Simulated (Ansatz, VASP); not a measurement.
# Cross-check of TaO2 (1T-TaO2 monolayer) between VASP and Ansatz

Wanted: the spread between two codes on one cell, functional and k mesh. The structure shown is the start of the Ansatz relaxation below; VASP solves that cell, so the two are compared at the walk's first step.

Method: plane waves, with VASP 6.6.1 beside it; single point at PBE with D3(BJ), in Ansatz 0.2.0.

**1. Set-up**

The cell holds 3 atoms: 2 O and 1 Ta. Its edges and angles: a = 3.184 Å, b = 3.184 Å, c = 28.705 Å, α = 90.0°, β = 90.0°, γ = 120.0°. Vacuum lies along c. The height across the vacuum is the one that the program set for its solve, not the one typed.

**2. Ansatz: relaxation, PBE with D3(BJ)**

Ansatz runs on its default PAW (the set named soft_2) files.

The two programs are compared at the cell with which this relaxation starts, whose forces are those of its first step.

The input, input.yaml:

```yaml
crystal:
  lattice:
    - [3.18449, 0.0, 0.0]
    - [-1.592245, 2.7578492381, 0.0]
    - [0.0, 0.0, 20.4525696565]
  atoms:
    - { symbol: O, position: [0.6666666667, 0.3333333333, 0.4400425057] }
    - { symbol: Ta, position: [0.0, 0.0, 0.5] }
    - { symbol: O, position: [0.3333333333, 0.6666666667, 0.5599574943] }
  periodic: [true, true, false]
kpoints:
  mp_grid: { grid: [12, 12, 1] }
hamiltonian:
  xc: pbe
  dispersion: d3bj
scf:
  occupations: { method: fermi_dirac, width: 0.05 }
  convergence: { dr2_threshold: 1.0e-09 }
relax:
  f_tol: 0.004
  max_steps: 90
  cell: {}
output:
  write_potential: true
  write_density: true
  volumetric_format: npy
```

Run with:

```
ansatz run input.yaml --threads 2 --pin off --max-ram 3072MiB --backend cpu --events-out ev --progress --plain --runs-dir out
```

Numbers of over 12 decimals in the logs are rounded to 6 here.

Output:

```text
Warning: crystal.periodic: the lattice vector that does not repeat stood 0.000° off the slab's normal, 20.453 Å along it as the deck builds it. The run solves the slab on a vector along the normal, 28.705 Å long, with every atom where it was (on the deck's vector they left 18.00 Å outside them, and the widest stretch free of ions among them is 1.23 Å). A fractional position that the run reports is one of the run's ce [...]
Warning: relax.cell: scf.convergence.dr2_threshold = 1e-9 eV is looser than the 1.93465395351e-10 eV advised for a relaxation that steers and ends on the stress (1e-10 eV for each atom of the cell: 3, times the square of relax.cell.stress_2d_tol = 0.05 N/m over 12.5 Å (the atoms' height at the walk's start and 5 Å past either face), 4.015e-2 GPa, over a crystal's default 0.05). What an SCF threshold leaves in a stress goes as its square root, and in the free energy as the threshold itself, and one threshold admits the most on a small cell: [figures from the program's tests cut] Set scf.convergence.dr2_threshold to 1.93465395351e-10 eV or tighter. [rest of the remark cut]
crystal.periodic: the lattice vector that does not repeat stood 0.000° off the slab's normal, 20.453 Å along it as the deck builds it. The run solves the slab on a vector along the normal, 28.705 Å long, with every atom where it was (on the deck's vector they left 18.00 Å outside them, and the widest stretch free of ions among them is 1.23 Å). A fractional position that the run reports is one of the run's cell, which [...]
Engine: ansatz 0.2.0, aarch64-unknown-linux-gnu
Pseudopotentials: kind: paw
Pseudopotential: O, paw, valence charge 6, recommended cutoff 420 eV (normal), O.paw.azcp
Pseudopotential: Ta, paw, valence charge 13, recommended cutoff 420 eV (normal), Ta.paw.azcp
Functional definition: PBE
  parameter kappa = 0.804
  parameter beta = 0.066725
  exchange = pbe_x(kappa = kappa, mu = beta*pi^2/3)
  correlation = pbe_c(beta = beta)
Crystal: 3 atoms, lattice volume = 252.098 Å³
Basis set: ecut = 420 eV, 4967 PW (Γ), exchange–correlation on 48×48×384 points (8 copies of the dense FFT grid, shifted against one another)
Bands: 17, of which v1, the nominal top of the filled ones, is band 13 counted from 1 (12 counted from 0)
Symmetry: 12 space group operations
Space group: P-3m1 (ITA 164), of the structure as read, at distance tolerance 6.3e-5 Å
k-points: 19 of 144
[...]
SCF iter   3: F=—  HF=-11069.497067 eV  |F-HF|=—  |Δ(HF+E_count)|=   9.29e-5  Δρ=5.37e-6  dr2=6.03e-8  ethr=1.14e-9  ⟨swp⟩=3.1  Hψ=652  notcnv=0
SCF iter   4: F=—  HF=-11069.497067 eV  |F-HF|=—  |Δ(HF+E_count)|=   1.45e-7  Δρ=1.04e-6  dr2=3.44e-9  ethr=2.41e-10  ⟨swp⟩=3.2  Hψ=591  notcnv=0
SCF iter   5: F=-11069.497067 eV  HF=-11069.497067 eV  |F-HF|=3.00e-9  |Δ(HF+E_count)|=   4.08e-8  Δρ=4.51e-7  dr2=4.02e-10  ethr=4.00e-12  ⟨swp⟩=13.9  Hψ=2792  notcnv=0
SCF 7 converged in 5 iterations: F = -11069.497067 eV  dr2 = 4.02e-10
relax step   7: F+E_penalty+E_count = -11069.49706732 eV  Δ(F+E_penalty+E_count) = -2.763e-4 eV  max|allowed force component| = 7.186e-3 eV/Å  Δτ_max = 0.0006 Å  P = -0.136 N/m  Ω = 228.948 Å³  energy of the carried Pulay correction = +1.682e-4 eV  fix = [c, alpha, beta]  reactions: c -0.000 N/m  (5 SCF iters, accepted)
[...]
relax step   8: F+E_penalty+E_count = -11069.49739340 eV  Δ(F+E_penalty+E_count) = -3.261e-4 eV  max|allowed force component| = 3.089e-4 eV/Å  Δτ_max = 0.0017 Å  P = -0.007 N/m  Ω = 228.578 Å³  energy of the carried Pulay correction = +4.239e-4 eV  fix = [c, alpha, beta]  reactions: c -0.000 N/m  (6 SCF iters, accepted)
[...]
relax step   9: F+E_penalty+E_count = -11069.49700124 eV  Δ(F+E_penalty+E_count) = +3.922e-4 eV  max|allowed force component| = 2.159e-4 eV/Å  Δτ_max = 0.0000 Å  P = -0.015 N/m  Ω = 228.578 Å³  fix = [c, alpha, beta]  reactions: c -0.000 N/m  stress off target by 1.46e-2 N/m on what of the cell is left free  SCF on the basis re-selected at this cell (its energy is not comparable with the rows above)  (3 SCF iters)
basis re-selected at this cell: Δ(F+E_penalty+E_count) = +3.922e-4 eV, ΔP = -0.008 N/m vs the last step (what re-selecting the basis moved, of the pressure what is left beyond the Pulay correction that the steps carried, after the strain that the cell walked since its last selection, with what the two solves' SCF thresholds leave and, on support functions, any second-order correction that the steps lacked; it is no m [...]
WARN: The input density's exchange-correlation potential varies sharply where the density is thin. Do not read a vacuum level from v_tot or v_xc, or from such a field of the output density. On a cell that repeats whose density bears no net charge and no dipole along the vacuum's axis use v_es (v_loc + v_h of the components); under efield.dipole_correction with no amplitude use v_es + v_field, which holds any external [...]
SCF converged after 3 iterations
Free energy (F): -11069.497001 eV
Harris-Foulkes:  -11069.497001 eV  (|F-HF|=6.98e-9)
Internal energy: -11069.477436 eV  (E = F + TS)
E sigma→0 (E₀):  -11069.487219 eV
Entropy (-TS):   -0.019565 eV (-6.522 meV/atom)
Fermi energy:    -5.080778 eV
--- Per-component energies (eV) ---
  E_band       = -638.826017
  E_kinetic    = 715.225838
  E_local      = -44790.252333  (includes V_loc(G=0)·N_el)
  E_nonlocal   = 109.819617
  E_hartree    = 21950.956542
  E_xc         = -365.499728
  E_vxc        = -391.587857  (∫ρ·V_xc dr)
  E_paw        = -8712.438109  (= ΣΔE_a)
  E_vpaw       = -183.949473  (= ΣTr[D̂ρ^β])
  E_aug_tail   = 0.005106  (compensation charges beyond the density's cutoff)
  E_ewald      = 20023.113720
  E_disp       = -0.408089  (pairwise vdW)
  E_smearing   = -0.019565  (= −TS)
  E_closure    = 0.000000  (closes the sum)
  Σ components = -11069.497001   (vs F -11069.497001, Δ=0.00e0)
--- Forces (eV/Å), atoms counted from 1 ---
  atom   1  O      0.00000000     0.00000000    -0.00021587
  atom   2  Ta     0.00000000    -0.00000000     0.00000000
  atom   3  O     -0.00000000    -0.00000000     0.00021587
  max |Σ_I F_I| component: 1.32e-30 eV/Å
--- 2D stress c σ (N/m, compression-positive) ---
       -0.014629       0.000000      -0.000000
        0.000000      -0.014629       0.000000
       -0.000000       0.000000      -0.000000
  P = ½ c Tr σ = -0.0146 N/m
--- Band table (eV; the first three rows and the last of 19) ---
  k-point 0: bands = [... 9 lower, -9.6567, -9.1466, -9.1466, -4.9216, -4.9216, -3.4436, -2.3116, -0.4599]
  k-point 1: bands = [... 9 lower, -9.5724, -9.4655, -9.2810, -4.9652, -4.7224, -3.4247, -2.0069, -0.6414]
  k-point 2: bands = [... 9 lower, -10.4053, -9.5698, -9.2199, -5.1198, -4.2280, -3.3664, -1.3868, -0.7401]
  k-point 18: bands = [... 9 lower, -10.5183, -10.5183, -9.8827, -4.1052, -3.6080, -3.6080, 0.6723, 0.6723]
  the weakly bound empty levels are not read free of the cell's end (no_gap_told)
--- Relaxed structure (7 steps of the walk, 7 accepted, 2 SCFs on fresh bases) ---
  F+E_penalty+E_count = -11069.49700124 eV   max|allowed force component| = 2.159e-4 eV/Å   (the final SCF, on the basis selected at the relaxed cell)
  cell:  # Å, volume = 228.5775 Å³
    - [3.032296, 0.0, 0]
    - [-1.516148, 2.626045, 0]
    - [0, 0, 28.705139]
  atoms:
    - { symbol: O, position: [0.666667, 0.333333, 0.317102] }
    - { symbol: Ta, position: [0, 0, 0.356253] }
    - { symbol: O, position: [0.333333, 0.666667, 0.395404] }
```

The column dr2 measures how far the density is from self-consistency, as an energy; F and HF (Harris–Foulkes) agree once it is small.

**3. VASP: single point, PBE with D3(BJ), start cell**

The same cell, functional, mesh and smearing now go to VASP, with its own data sets.

Lines of VASP's logs that name or quote its potential files are left out, and so is its time.

The input, INCAR:

```
SYSTEM = TaO2
PREC = Accurate
ENCUT = 520
EDIFF = 1E-06
NELM = 120
ISMEAR = -1
SIGMA = 0.05
LREAL = .FALSE.
ALGO = Normal
GGA = PE
IVDW = 12
NBANDS = 17
LASPH = .TRUE.
LORBIT = 11
LWAVE = .FALSE.
LCHARG = .FALSE.
ISIF = 2
LDIPOL = .TRUE.
IDIPOL = 3
DIPOL = 0.5 0.5 0.356
LVHAR = .TRUE.
GGA_COMPAT = .FALSE.
NELMDL = -8
```

The input, POSCAR:

```
TaO2
1.0
    3.1844900000      0.0000000000      0.0000000000
   -1.5922450000      2.7578490000      0.0000000000
    0.0000000000      0.0000000000     28.7051390000
O Ta
2 1
Direct
    0.6666666667      0.3333333333      0.3135327092
    0.3333333333      0.6666666667      0.3989728111
    0.0000000000      0.0000000000      0.3562527602
```

The input, KPOINTS:

```
Automatic mesh
0
Gamma
12 12 1
0 0 0
```

Potentials, in the order of the species: O and Ta_pv (PBE family, release 64).

Run with:

```
mpirun -np 1 vasp_std
```

Output:

```text
[banner, memory and clock lines left out]
running    1 mpi-ranks, on    1 nodes
 distrk:  each k-point on    1 cores,    1 groups
 distr:  one band on    1 cores,    1 groups

 POSCAR found type information on POSCAR O Ta
 POSCAR found :  2 types and       3 ions
 LDA part: xc-table for (Slater+PW92), standard interpolation
 POSCAR, INCAR and KPOINTS ok, starting setup
 FFT: planning ... GRIDC
 FFT: planning ... GRID_SOFT
 FFT: planning ... GRID
 WAVECAR not read
 entering main loop
       N       E                     dE             d eps       ncg     rms          rms(c)
DAV:   1     0.163223771083E+03    0.16322E+03   -0.10390E+04   806   0.971E+02
DAV:   2    -0.962244982498E+01   -0.17285E+03   -0.16753E+03   916   0.227E+02
DAV:   3    -0.330520376451E+02   -0.23430E+02   -0.23195E+02   824   0.883E+01
DAV:   4    -0.334633483476E+02   -0.41131E+00   -0.40792E+00   928   0.126E+01
DAV:   5    -0.334680993188E+02   -0.47510E-02   -0.47456E-02   870   0.125E+00
DAV:   6    -0.334682264762E+02   -0.12716E-03   -0.12691E-03   930   0.171E-01
DAV:   7    -0.334682302475E+02   -0.37713E-05   -0.37666E-05   874   0.264E-02
DAV:   8    -0.334682303970E+02   -0.14955E-06   -0.14906E-06   836   0.471E-03    0.196E+01
DAV:   9    -0.286176561268E+02    0.48506E+01   -0.36194E+01   745   0.407E+01    0.915E+00
DAV:  10    -0.281018236661E+02    0.51583E+00   -0.52677E+00   757   0.144E+01    0.577E+00
DAV:  11    -0.280367250748E+02    0.65099E-01   -0.11196E+00   895   0.843E+00    0.210E+00
DAV:  12    -0.279912902367E+02    0.45435E-01   -0.17646E-01   788   0.314E+00    0.247E-01
DAV:  13    -0.279913761243E+02   -0.85888E-04   -0.88492E-03   906   0.692E-01    0.101E-01
DAV:  14    -0.279912758630E+02    0.10026E-03   -0.84916E-04   954   0.212E-01    0.188E-02
DAV:  15    -0.279913123656E+02   -0.36503E-04   -0.84831E-05   865   0.750E-02    0.182E-02
DAV:  16    -0.279913356567E+02   -0.23291E-04   -0.34744E-05   864   0.367E-02    0.712E-03
DAV:  17    -0.279913405815E+02   -0.49247E-05   -0.38586E-06   683   0.138E-02    0.197E-03
DAV:  18    -0.279913682253E+02   -0.27644E-04   -0.11138E-06   661   0.683E-03    0.181E-03
DAV:  19    -0.279913821471E+02   -0.13922E-04   -0.21051E-07   530   0.313E-03    0.234E-03
DAV:  20    -0.279913912658E+02   -0.91188E-05   -0.40800E-07   595   0.393E-03    0.534E-04
DAV:  21    -0.279913934178E+02   -0.21520E-05   -0.10335E-07   580   0.200E-03    0.481E-04
DAV:  22    -0.279913939861E+02   -0.56823E-06   -0.18445E-08   521   0.708E-04
   1 F= -.28353551E+02 E0= -.28343536E+02  d E =-.200313E-01
```

From OUTCAR (step 3):

```text
ion  position               nearest neighbor table
   1  0.667  0.333  0.314-   3 2.21   3 2.21   3 2.21
   2  0.333  0.667  0.399-   3 2.21   3 2.21   3 2.21
   3  0.000  0.000  0.356-   2 2.21   1 2.21   2 2.21   2 2.21   1 2.21   1 2.21

  LATTYP: Found a hexagonal cell.
 ALAT       =     3.1844900000
 C/A-ratio  =     9.0140458912

 Subroutine GETGRP returns: Found 12 space group operations
 (whereof  6 operations were pure point group operations)

The static configuration has the point symmetry C_3v.
 The point group associated with its full space group is D_3d.

 Found     19 irreducible k-points:

   k-points           NKPTS =     19   k-points in BZ     NKDIM =     19   number of bands    NBANDS=     17

   dimension x,y,z NGX =    24 NGY =   24 NGZ =  216
   dimension x,y,z NGXF=    48 NGYF=   48 NGZF=  432

   ENCUT  =  520.0 eV  38.22 Ry    6.18 a.u.   5.92  5.92 53.37*2*pi/ulx,y,z

   NELECT =      23.0000    total number of electrons

 k-points in reciprocal lattice and weights: Automatic mesh
   0.00000000  0.00000000  0.00000000       0.007
   0.08333333  0.00000000  0.00000000       0.042
   0.16666667  0.00000000  0.00000000       0.042
   0.25000000  0.00000000  0.00000000       0.042
   0.33333333  0.00000000  0.00000000       0.042
   0.41666667 -0.00000000  0.00000000       0.042
   0.50000000  0.00000000  0.00000000       0.021
   0.08333333  0.08333333  0.00000000       0.042
   0.16666667  0.08333333  0.00000000       0.083
[...]
0.33333333  0.25000000  0.00000000       0.083
   0.33333333  0.33333333  0.00000000       0.014

 dipolmoment           0.000000      0.000000     -0.000001 electrons x Angstroem

 average (electrostatic) potential at core
       1 -80.7604       2 -80.7604       3 -49.3917

 E-fermi :  -4.2548

 k-point     1 :       0.0000    0.0000    0.0000
  band No.  band energies     occupation
    ...
      7     -10.0550      2.00000
      8     -10.0550      2.00000
      9      -7.8803      2.00000
     10      -7.5657      2.00000
     11      -7.5657      2.00000
     12      -4.0593      0.03931
     13      -4.0593      0.03931
     14      -3.0989      0.00000
     15      -2.0447      0.00000
     16      -0.1778      0.00000
    ...

 k-point     2 :       0.0833    0.0000    0.0000
  band No.  band energies     occupation
    ...
      7     -10.1300      2.00000
      8      -9.9916      2.00000
      9      -7.9052      2.00000
     10      -7.7655      2.00000
     11      -7.6758      2.00000
     12      -4.1018      0.08956
     13      -3.9036      0.00178
     14      -3.0642      0.00000
     15      -1.7539      0.00000
     16      -0.4483      0.00000
    ...

 k-point     3 :       0.1667    0.0000    0.0000
  band No.  band energies     occupation
    ...
      8      -9.8336      2.00000
      9      -8.6290      2.00000
     10      -7.9168      2.00000
     11      -7.5911      2.00000
     12      -4.2606      1.05831
     13      -3.5136      0.00000
     14      -2.9657      0.00000
     15      -1.1761      0.00000
     16      -0.5435      0.00000
     17      -0.0381      0.00000

 Edisp (eV)   -0.36216

  Total      -8.01660    -8.01659    -6.61253     0.00000     0.00000     0.00000
  in kB     -50.94840   -50.94839   -42.02502     0.00000     0.00000     0.00000
  external pressure =      -47.97 kB  Pullay stress =        0.00 kB

  energy-cutoff  :      520.00
  volume of cell :      252.10
      direct lattice vectors                 reciprocal lattice vectors
     3.184490000  0.000000000  0.000000000     0.314022026  0.181300717  0.000000000
    -1.592245000  2.757849000  0.000000000     0.000000000  0.362601433  0.000000000
     0.000000000  0.000000000 28.705139000     0.000000000  0.000000000  0.034836968

 POSITION                                       TOTAL-FORCE (eV/Angst)
 -----------------------------------------------------------------------------------
      1.59225      0.91928      9.00000        -0.000000     -0.000000      2.675191
     -0.00000      1.83857     11.45257         0.000000     -0.000000     -2.675191
      0.00000      0.00000     10.22629         0.000000      0.000000      0.000000
 -----------------------------------------------------------------------------------
    total drift:                                0.000000      0.000000     -0.000049

  FREE ENERGIE OF THE ION-ELECTRON SYSTEM (eV)
  ---------------------------------------------------
  free  energy   TOTEN  =       -28.3535512711 eV

  energy  without entropy=      -28.3335199398  energy(sigma->0) =      -28.34353561

 vacuum level on the upper side and lower side of the slab         1.586         1.586

 total charge
# of ion       s       p       d       tot
------------------------------------------
    1        1.575   3.346   0.000   4.921
    2        1.575   3.346   0.000   4.921
    3        0.273   6.180   2.042   8.495
--------------------------------------------------
tot          3.423  12.872   2.042  18.337

[... 3 further parts left out ...]
```

**4. Comparison**

Known differences besides the potentials themselves: Ansatz cuts the interaction across the vacuum, VASP repeats the sheet with a dipole correction; the data sets hold 25 valence electrons in Ansatz (on its default PAW (the set named soft_2) files) and 23 in VASP; the cutoff is 420 eV in Ansatz and 520 eV in VASP. Total energies have different zeros and are not compared.

Forces (eV/Å; atoms numbered as in POSCAR):

```csv
atom,"Ansatz x, y, z","VASP x, y, z"
O1,"0.000, 0.000, 2.714","0.000, 0.000, 2.675"
O2,"0.000, 0.000, -2.714","0.000, 0.000, -2.675"
Ta3,"0.000, 0.000, 0.000","0.000, 0.000, 0.000"
```

The forces differ by 18 meV/Å r.m.s., which is 1.5 % of the r.m.s. force of 1.261 eV/Å (both taken over all components). With vacuum in the cell, a pressure given here is an average over mostly empty space and none of the material.

**5. What came out**

| Property | Result |
| --- | --- |
| r.m.s. force difference (single point, PBE with D3(BJ), start cell) | 1.5 % of the r.m.s. force |

What this shows: The r.m.s. force difference is 1.5 % of the r.m.s. force (single point, PBE with D3(BJ), start cell), within the 3 % picked in this series as the mark of a large difference. The data sets hold unlike numbers of valence electrons (25 in Ansatz and 23 in VASP), so part of the differences comes from the potentials. 1 further run of this series is not shown here. Such differences can come from data sets, numerical settings and the points named under the comparisons, not from the functional's error against experiment.

[Lines on the potential files, build, host, timing and source positions are cut from VASP's logs without a mark.]

[Logs are printed without paths, hosts, clocks, repeated set-up lines and the standing remarks that a program may print on its own settings, such as how far it seeks lower states.]

[Hosts, paths, dates, database ids (printed as entryN), source tags and the programs' standing remarks are cut or masked in the printed files.]
